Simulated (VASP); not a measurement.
Calculation: PBEsol GGA, VASP's PBE PAW potentials (set 64) (plane waves; VASP 6.6.1).

Input for VASP

POSCAR:
```
Li2S
1
    0.0000000000     2.5783518106     2.5783518106
    2.5783518106     0.0000000000     2.5783518106
    2.5783518106     2.5783518106     0.0000000000
Li S
2 1
Direct
  0.2500000000   0.2500000000   0.2500000000
  0.7500000000   0.7500000000   0.7500000000
  0.0000000000   0.0000000000   0.0000000000
```

**INCAR**
```
# general
SYSTEM  = Li2S
PREC    = Accurate
ENCUT   = 620   # plane-wave cut-off (eV)
LREAL   = .FALSE.
LASPH   = .TRUE.   # aspherical one-centre terms

# electronic loop
EDIFF   = 1E-6   # SCF stop (eV)
NELM    = 100
ALGO    = Normal

# smearing
ISMEAR  = 0
SIGMA   = 0.05

# functional
GGA     = PS   # PBEsol

# ions
IBRION  = 2
NSW     = 40
ISIF    = 3   # ions, shape and volume
EDIFFG  = -0.02
PSTRESS = 300   # kbar

# output
LWAVE   = .FALSE.
LCHARG  = .FALSE.
```

KPOINTS:
```
K-points
0
G
 7 7 7
```

POTCAR, in this order: Li_sv S (PBE.64 set). Program: vasp_std.

Problem. What will the output report for the number of irreducible k-points (NKPTS), largest plane-wave count, number of space-group operations, FFT grid (NGX, NGY, NGZ)?

Solution. 
```
Quantity                                      Result
--------------------------------------  ------------
number of irreducible k-points (NKPTS)            20
largest plane-wave count                        1243
number of space-group operations                  48
FFT grid (NGX, NGY, NGZ)                30 × 30 × 30
```

The compound is Li2S in the antifluorite structure. This run relaxes it under an external pressure of 30 GPa. Symmetry was kept, so distortions that lower it aren't found.
